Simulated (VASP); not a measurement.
# HfZrS4 (P2/m) in VASP: a series of runs

One crystal, HfZrS4, is run at these levels: PBEsol+D3(BJ), LDA; tasks: band structure.

Program: VASP 6.6.1. These are calculated values, not measurements. Logs are shortened: lines on timing, memory, paths and dates and some standing lists are left out, and cuts for length are marked.

## (1) The crystal as given

Symmetry: P2/m, No. 10, monoclinic system. The conventional cell has a = 5.555 Å, b = 3.563 Å, c = 6.167 Å, α = 90.00°, β = 90.03°, γ = 90.00°. Zr (site symmetry 2/m) has 6 S at 2.53 to 2.54 Å as nearest neighbours. Hf (site symmetry 2/m) has 6 S at 2.51 Å as nearest neighbours. Around S (site symmetry m) lie 2 Hf at 2.51 Å and 1 Zr at 2.54 Å. S (site symmetry m) is surrounded by 1 Hf at 2.51 Å and 2 Zr at 2.53 Å.

The cell comes from a database or a generator and needn't be the stable form of this composition.

## (2) Band structure, PBEsol+D3(BJ)

The input, INCAR:

```
ALGO = Fast
EDIFF = 1E-6
ENCUT = 520
GGA = PS
ISIF = 2
ISMEAR = 0
IVDW = 12
LASPH = True
LCHARG = False
LMAXMIX = 4
LREAL = False
LWAVE = False
NBANDS = 32
NELM = 100
PREC = Accurate
SIGMA = 0.02
```

The input, KPOINTS:

```
k-points
0
Gamma
  7 4 4
```

The input, POSCAR:

```
HfZrS4                                  
1.0
   -3.5633870561      0.0000000000      0.0000000000
    0.0000000000     -0.0015056186     -5.5545293840
    0.0000000000     -6.1666659214     -0.0011033418
  Zr              Hf              S             
     1     1     4
Direct
     0.5000000000000000    0.0000000000000000    0.5000000000000000
     0.0000000000000000    0.0000000000000000    0.0000000000000000
     0.4999999899999992    0.2627093899150241    0.8361271324600827
     0.9999999899999992    0.2638984853763592    0.3305377673514849
     0.0000000100000008    0.7361015146236407    0.6694622326485152
     0.5000000000000000    0.7372906100849758    0.1638728675399172
```

The input, KPOINTS_OPT:

```
path GXSYGZURTZ,YT,UX,SR
20
line-mode
reciprocal
 0.0000000000  0.0000000000  0.0000000000  G
 0.5000000000  0.0000000000  0.0000000000  X

 0.5000000000  0.0000000000  0.0000000000  X
 0.5000000000  0.5000000000  0.0000000000  S

 0.5000000000  0.5000000000  0.0000000000  S
 0.0000000000  0.5000000000  0.0000000000  Y

 0.0000000000  0.5000000000  0.0000000000  Y
 0.0000000000  0.0000000000  0.0000000000  G

 0.0000000000  0.0000000000  0.0000000000  G
 0.0000000000  0.0000000000  0.5000000000  Z

 0.0000000000  0.0000000000  0.5000000000  Z
 0.5000000000  0.0000000000  0.5000000000  U

 0.5000000000  0.0000000000  0.5000000000  U
 0.5000000000  0.5000000000  0.5000000000  R

 0.5000000000  0.5000000000  0.5000000000  R
 0.0000000000  0.5000000000  0.5000000000  T

 0.0000000000  0.5000000000  0.5000000000  T
 0.0000000000  0.0000000000  0.5000000000  Z

 0.0000000000  0.5000000000  0.0000000000  Y
 0.0000000000  0.5000000000  0.5000000000  T

 0.5000000000  0.0000000000  0.5000000000  U
 0.5000000000  0.0000000000  0.0000000000  X

 0.5000000000  0.5000000000  0.0000000000  S
 0.5000000000  0.5000000000  0.5000000000  R
```

Potentials or basis: VASP PAW PBE potentials, release 64 (Zr_sv, Hf_pv, S).

Run with:

```bash
$ cat potpaw_PBE.64/Zr_sv/POTCAR potpaw_PBE.64/Hf_pv/POTCAR potpaw_PBE.64/S/POTCAR > POTCAR
$ mpirun -np 1 vasp_std > vasp.out
```

OUTCAR:

```text
EDIFF = 1E-6
   ENCUT = 520
   GGA = PS
   ISIF = 2
   ISMEAR = 0
   IVDW = 12
   LASPH = True
   LREAL = False
   NELM = 100
   PREC = Accurate
 IVDW          = 12

 ion  position               nearest neighbor table
   1  0.500  0.000  0.500-   4 2.53   5 2.53   5 2.53   4 2.53   6 2.54   3 2.54   2 3.56   2 3.56
                             2 3.56   2 3.56
   2  0.000  0.000  0.000-   4 2.51   5 2.51   3 2.51   6 2.51   6 2.51   3 2.51   1 3.56   1 3.56
                             1 3.56   1 3.56
   3  0.500  0.263  0.836-   2 2.51   2 2.51   1 2.54
   4  1.000  0.264  0.331-   2 2.51   1 2.53   1 2.53
   5  0.000  0.736  0.669-   2 2.51   1 2.53   1 2.53
   6  0.500  0.737  0.164-   2 2.51   2 2.51   1 2.54

  LATTYP: Found a simple monoclinic cell.
 ALAT       =     5.5545295881
 B/A-ratio  =     0.6415281438
 C/A-ratio  =     1.1102049098
 COS(beta)  =    -0.0004499817

  Lattice vectors:

 A1 = (   0.0000000000,  -0.0015056186,  -5.5545293840)
 A2 = (  -3.5633870561,   0.0000000000,   0.0000000000)
 A3 = (   0.0000000000,   6.1666659214,   0.0011033418)

Analysis of symmetry for initial positions (statically):
=====================================================================
 Subroutine PRICEL returns:
 Original cell was already a primitive cell.

 Routine SETGRP: Setting up the symmetry group for a
 simple monoclinic supercell.

 Subroutine GETGRP returns: Found  4 space group operations
 (whereof  4 operations were pure point group operations)
 out of a pool of  4 trial point group operations.

The static configuration has the point symmetry C_2h.

Analysis of symmetry for dynamics (positions and initial velocities):
=====================================================================
 Subroutine PRICEL returns:
 Original cell was already a primitive cell.

 Routine SETGRP: Setting up the symmetry group for a
 simple monoclinic supercell.

 Subroutine GETGRP returns: Found  4 space group operations
 (whereof  4 operations were pure point group operations)
 out of a pool of  4 trial point group operations.

The dynamic configuration has the point symmetry C_2h.

 Subroutine INISYM returns: Found  4 space group operations
 (whereof  4 operations are pure point group operations),
 and found     1 'primitive' translations

----------------------------------------------------------------------------------------

                                     Primitive cell

  volume of cell :     122.0564

  direct lattice vectors                    reciprocal lattice vectors
    -3.563387056  0.000000000  0.000000000    -0.280631878  0.000000000  0.000000000
     0.000000000 -0.001505619 -5.554529384     0.000000000  0.000032212 -0.180033263
     0.000000000 -6.166665921 -0.001103342     0.000000000 -0.162162190  0.000043956

  length of vectors
     3.563387056  5.554529588  6.166666020     0.280631878  0.180033266  0.162162196

  position of ions in fractional coordinates (direct lattice)
     0.500000000  0.000000000  0.500000000
     0.000000000  0.000000000  0.000000000
     0.499999990  0.262709390  0.836127132
     0.999999990  0.263898485  0.330537767
     0.000000010  0.736101515  0.669462233
     0.500000000  0.737290610  0.163872868

  ion indices of the primitive-cell ions
   primitive index   ion index
                 1           1
                 2           2
                 3           3
                 4           4
                 5           5
                 6           6

----------------------------------------------------------------------------------------

 KPOINTS: k-points

Automatic generation of k-mesh.
 Grid dimensions read from file:
 generate k-points for:    7    4    4

 Generating k-lattice:

  Cartesian coordinates                     Fractional coordinates (reciprocal lattice)
    -0.040090268  0.000000000  0.000000000     0.142857143  0.000000000  0.000000000
     0.000000000  0.000008053 -0.045008316     0.000000000  0.250000000  0.000000000
     0.000000000 -0.040540547  0.000010989     0.000000000  0.000000000  0.250000000

  Length of vectors
     0.040090268  0.045008316  0.040540549

  Shift w.r.t. Gamma in fractional coordinates (k-lattice)
     0.000000000  0.000000000  0.000000000

 Subroutine IBZKPT returns following result:
 ===========================================

 Found     40 irreducible k-points:

 Following reciprocal coordinates:
            Coordinates               Weight
  0.000000  0.000000  0.000000      1.000000
  0.142857  0.000000  0.000000      2.000000
  0.285714  0.000000  0.000000      2.000000
  0.428571  0.000000  0.000000      2.000000
  0.000000  0.250000  0.000000      2.000000
  0.142857  0.250000  0.000000      4.000000
[... 16 lines left out ...]
  0.285714  0.500000  0.250000      4.000000
  0.428571  0.500000  0.250000      4.000000
 [... further k-points ...]
   k-points           NKPTS =     40   k-points in BZ     NKDIM =     40   number of bands    NBANDS=     32
   number of dos      NEDOS =    301   number of ions     NIONS =      6
   total plane-waves  NPLWV =  56448
   dimension x,y,z NGX =    28 NGY =   42 NGZ =   48
   dimension x,y,z NGXF=    56 NGYF=   84 NGZF=   96
   ions per type =               1   1   4
   NGX,Y,Z   is equivalent  to a cutoff of  13.06, 12.57, 12.94 a.u.
   NGXF,Y,Z  is equivalent  to a cutoff of  26.13, 25.14, 25.88 a.u.
 SYSTEM =  unknown system
   PREC   = accura    normal or accurate (medium, high low for compatibility)
   ISTART =      0    job   : 0-new  1-cont  2-samecut
   ICHARG =      2    charge: 1-file 2-atom 10-const
   ISPIN  =      1    spin polarized calculation?
   LNONCOLLINEAR =      F non collinear calculations
   LSORBIT =      F    spin-orbit coupling
   LASPH  =      T    aspherical Exc in radial PAW
   ENCUT  =  520.0 eV  38.22 Ry    6.18 a.u.   6.63 10.33 11.47*2*pi/ulx,y,z
   NELM   =    100;   NELMIN=  2; NELMDL= -5     # of ELM steps
   EDIFF  = 0.1E-05   stopping-criterion for ELM
   LREAL  =      F    real-space projection
   EDIFFG = 0.1E-04   stopping-criterion for IOM
   NSW    =      0    number of steps for IOM
   IBRION =     -1    ionic relax: 0-MD 1-quasi-New 2-CG
   NFREE  =      0    steps in history (QN), initial steepest desc. (CG)
   ISIF   =      2    stress and relaxation
   ISYM   =      2    0-nonsym 1-usesym 2-fastsym
   POTIM  = 0.5000    time-step for ionic-motion
   TEBEG  =    0.0;   TEEND  =   0.0 temperature during run
   PSTRESS=    0.0 pullay stress
   NELECT =      46.0000    total number of electrons
   NUPDOWN=      -1.0000    fix difference up-down
   EMIN   =  10.00;   EMAX   =-10.00  energy-range for DOS
   EFERMI =   0.00;   METHOD = LEGACY
   ISMEAR =     0;   SIGMA  =   0.02  broadening in eV -4-tet -1-fermi 0-gaus
   EFERMI_NEDOS =   21; number of points for ismear=-14 and -15
   IALGO  =     68    algorithm
   IMIX   =      4    mixing-type and parameters
     AMIX     =   0.40;   BMIX     =  1.00
     AMIX_MAG =   1.60;   BMIX_MAG =  1.00
  volume/ion in A,a.u.               =      20.34       137.28
  Fermi-wavevector in a.u.,A,eV,Ry     =   1.182517  2.234632 19.025643  1.398345
  Thomas-Fermi vector in A             =   2.318769
   LORBIT       =      0    0 simple, 1 ext, 2 COOP (PROOUT), +10 PAW based schemes
   GGA     = PS    functional components
   LHFCALC =     F    Hartree Fock is set to
   AEXX    =    0.0000 exact exchange contribution
   IVDW    =    12    specifies the selected vdW correction
   LEPSILON=     F    determine dielectric tensor
   LRPA    =     F    only Hartree local field effects (RPA)
 non-spin polarized calculation
 RMM-DIIS sequential band-by-band and
 Gauss-broadening in eV      SIGMA  =   0.02
  energy-cutoff  :      520.00
  volume of cell :      122.06
 maximum number of plane-waves:      3311
 NGX is ok and might be reduce to    28
   NGX = 13   NGY = 21   NGZ = 23

 number of electron      45.9999999 magnetization

 Free energy of the ion-electron system (eV)
  ---------------------------------------------------
  ext. energy  EPLUGINS =         0.00000000
  ---------------------------------------------------
  free energy    TOTEN  =       -46.53473715 eV

  energy without entropy =      -46.53473715  energy(sigma->0) =      -46.53473715

 E-fermi :   5.5337     XC(G=0): -10.3739

 val. band max:        5.3141087779   @ k =   0.0000   0.0000   0.0000
 cond. band min:       5.6775403493   @ k =   0.0000   0.5000   0.0000
 fundamental gap:      0.3634315715
 Fermi energy:         5.5337198519

 k-point     1 :       0.0000    0.0000    0.0000
  band No.  band energies     occupation
      1     -43.7378      2.00000
      2     -25.5487      2.00000
      3     -25.5222      2.00000
      4     -25.4463      2.00000
      5     -21.8763      2.00000
      6     -21.8561      2.00000
[... 24 lines left out ...]
     31       9.9608      0.00000
     32      10.5070      0.00000

 k-point     2 :       0.1429    0.0000    0.0000
  band No.  band energies     occupation
      1     -43.7351      2.00000
      2     -25.5433      2.00000
      3     -25.5183      2.00000
      4     -25.4787      2.00000
      5     -21.8702      2.00000
      6     -21.8499      2.00000
[... 24 lines left out ...]
     31       9.8684      0.00000
     32      10.7610      0.00000
[... 733 lines left out ...]
     31      10.2089      0.00000
     32      10.5009      0.00000

 k-point    24 :       0.4286    0.5000    0.2500
  band No.  band energies     occupation
      1     -43.7240      2.00000
      2     -25.6079      2.00000
      3     -25.5239      2.00000
      4     -25.5013      2.00000
      5     -21.9738      2.00000
      6     -21.8512      2.00000
[... 24 lines left out ...]
     31      10.3201      0.00000
     32      11.3184      0.00000

 [... further k-points ...]

------------------------ aborting loop because EDIFF is reached ----------------------------------------

 Edisp (eV)   -2.07245

 E8    (eV) :    -1.3606

  FORCE on cell =-STRESS in cart. coord.  units (eV):
  Direction    XX          YY          ZZ          XY          YZ          ZX
  --------------------------------------------------------------------------------------
  -------------------------------------------------------------------------------------
  Total      -0.01994    -0.03870    -0.01004     0.00000    -0.01176     0.00000
  in kB      -0.26169    -0.50802    -0.13180     0.00000    -0.15434     0.00000
  external pressure =       -0.30 kB  Pullay stress =        0.00 kB

 VOLUME and BASIS-vectors are now :
 -----------------------------------------------------------------------------
  energy-cutoff  :      520.00
  volume of cell :      122.06
      direct lattice vectors                 reciprocal lattice vectors
    -3.563387056  0.000000000  0.000000000    -0.280631878  0.000000000  0.000000000
     0.000000000 -0.001505619 -5.554529384     0.000000000  0.000032212 -0.180033263
     0.000000000 -6.166665921 -0.001103342     0.000000000 -0.162162190  0.000043956

 POSITION                                       TOTAL-FORCE (eV/Angst)
 -----------------------------------------------------------------------------------
     -1.78169     -3.08333     -0.00055         0.000000      0.000000     -0.000000
      0.00000      0.00000      0.00000         0.000000      0.000000     -0.000000
     -1.78169     -5.15651     -1.46015         0.000000      0.001483      0.007604
     -3.56339     -2.03871     -1.46620         0.000000      0.002914      0.000469
     -0.00000     -4.12946     -4.08944         0.000000     -0.002914     -0.000469
     -1.78169     -1.01166     -4.09548        -0.000000     -0.001483     -0.007604
 -----------------------------------------------------------------------------------
    total drift:                               -0.000019     -0.000000     -0.000000

  FREE ENERGIE OF THE ION-ELECTRON SYSTEM (eV)
  ---------------------------------------------------
  free  energy   TOTEN  =       -48.6071851955 eV

  energy  without entropy=      -48.6071851955  energy(sigma->0) =      -48.60718520
```

Wall time 11 min (1 thread of Intel Xeon Platinum 8488C (Sapphire Rapids), shared host); peak memory 0.4 GiB.

What came out:

| Property | Result |
| --- | --- |
| Free energy | -48.6072 eV |
| Pressure | 0.0 GPa |
| Largest force | 0.008 eV/Å |
| Band gap on the k mesh | 0.36 eV, indirect (least direct gap 0.56 eV) |
| Band gap along the path | 0.35 eV, indirect (least direct gap 0.56 eV) |
| Dispersion energy per atom | -0.345 eV |

Forces on the atoms (eV/Å):
```
Zr   0.000  0.000  0.000
Hf   0.000  0.000  0.000
S    0.000  0.001  0.008
S    0.000  0.003  0.000
S    0.000 -0.003  0.000
S    0.000 -0.001 -0.008
```

Levels at the corners of the path, in eV from the valence-band top:
```csv
point,band 20,band 21,band 22,band 23,band 24,band 25,band 26,band 27
Γ,-1.76,-0.32,-0.32,0.00,0.56,1.40,1.45,1.94
X,-2.74,-2.58,-1.75,-1.57,1.70,2.10,2.64,3.06
X,-2.74,-2.58,-1.75,-1.57,1.70,2.10,2.64,3.06
S,-2.21,-2.18,-1.80,-1.73,1.76,1.95,2.15,2.31
S,-2.21,-2.18,-1.80,-1.73,1.76,1.95,2.15,2.31
Y,-1.21,-0.99,-0.61,-0.61,0.36,1.32,1.37,2.35
Y,-1.21,-0.99,-0.61,-0.61,0.36,1.32,1.37,2.35
Γ,-1.76,-0.32,-0.32,0.00,0.56,1.40,1.45,1.94
Γ,-1.76,-0.32,-0.32,0.00,0.56,1.40,1.45,1.94
Z,-1.43,-1.39,-0.92,-0.92,0.91,1.14,2.39,2.63
Z,-1.43,-1.39,-0.92,-0.92,0.91,1.14,2.39,2.63
U,-2.67,-2.55,-1.77,-1.72,0.50,0.64,3.32,3.62
U,-2.67,-2.55,-1.77,-1.72,0.50,0.64,3.32,3.62
R,-1.24,-1.18,-1.00,-0.97,0.35,0.39,3.30,3.62
R,-1.24,-1.18,-1.00,-0.97,0.35,0.39,3.30,3.62
T,-1.39,-1.33,-1.32,-1.22,0.85,1.11,2.52,3.02
T,-1.39,-1.33,-1.32,-1.22,0.85,1.11,2.52,3.02
Z,-1.43,-1.39,-0.92,-0.92,0.91,1.14,2.39,2.63
Y,-1.21,-0.99,-0.61,-0.61,0.36,1.32,1.37,2.35
T,-1.39,-1.33,-1.32,-1.22,0.85,1.11,2.52,3.02
U,-2.67,-2.55,-1.77,-1.72,0.50,0.64,3.32,3.62
X,-2.74,-2.58,-1.75,-1.57,1.70,2.10,2.64,3.06
S,-2.21,-2.18,-1.80,-1.73,1.76,1.95,2.15,2.31
R,-1.24,-1.18,-1.00,-0.97,0.35,0.39,3.30,3.62
```

Caveat: the PAW data sets were made with another functional, which shifts forces and pressure a little; spin-orbit coupling is left out, which moves the levels of the heavy elements.

(Part 1 of 2 ends here.)
